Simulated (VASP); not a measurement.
An input for Ansatz (written as the equivalent of a VASP run, and not itself run):

Ansatz 0.2 input:
```yaml
crystal:
  lattice:
    - [0.0000000, 3.2793500, 3.2793500]
    - [3.2793500, 0.0000000, 3.2793500]
    - [3.2793500, 3.2793500, 0.0000000]
  atoms:
    - { symbol: Ru, position: [0.0000000, 0.0000000, 0.0000000] }
    - { symbol: Te, position: [0.2500000, 0.2500000, 0.2500000] }
kpoints:
  mp_grid: { grid: [9, 9, 9] }
hamiltonian:
  xc: r2scan
  pseudopotentials: { kind: paw }
scf:
  occupations: { method: methfessel_paxton, width: 0.1 }
  max_iter: 100
relax:
  max_steps: 60
  f_tol: 0.01
  cell: {}
output: { forces: true, stress: true, eigenvalues: true }
```

### Question
Translate this input to VASP (INCAR, KPOINTS, POSCAR, choice of POTCAR).

### Answer
This is not unique; one that fits is 
File POSCAR:
```
RuTe
1
    0.0000000000     3.2793500000     3.2793500000
    3.2793500000     0.0000000000     3.2793500000
    3.2793500000     3.2793500000     0.0000000000
Ru Te
1 1
Direct
  0.0000000000   0.0000000000   0.0000000000
  0.2500000000   0.2500000000   0.2500000000
```

### KPOINTS
```
kpoints
0
gamma
9 9 9
```

INCAR:
```
ALGO  =  Normal
EDIFF  =  1E-6
EDIFFG  =  -0.01
ENCUT  =  400
IBRION  =  2
ISIF  =  3
ISMEAR  =  1
LASPH  =  .TRUE.
LCHARG  =  .FALSE.
LMAXMIX  =  4
LMIXTAU  =  .TRUE.
LREAL  =  .FALSE.
LWAVE  =  .FALSE.
METAGGA  =  R2SCAN
NELM  =  100
NSW  =  60
PREC  =  Accurate
SIGMA  =  0.1
SYSTEM  =  RuTe
```

POTCAR, in this order: Ru_pv Te (PBE.64 set). Program: vasp_std.

Limits of the translation: each code has its own PAW files, so the cut-off isn't converted (ENCUT is set for VASP's; basis.ecutwfc is left out, and Ansatz then takes the one that its files recommend); Ansatz stops its SCF on the density residual and VASP on the energy change (EDIFF).

The structure was generated: RuTe was put into the zinc blende type (F-43m), which need not be its known phase. This run relaxes it. Symmetry was kept, so distortions that lower it aren't found.
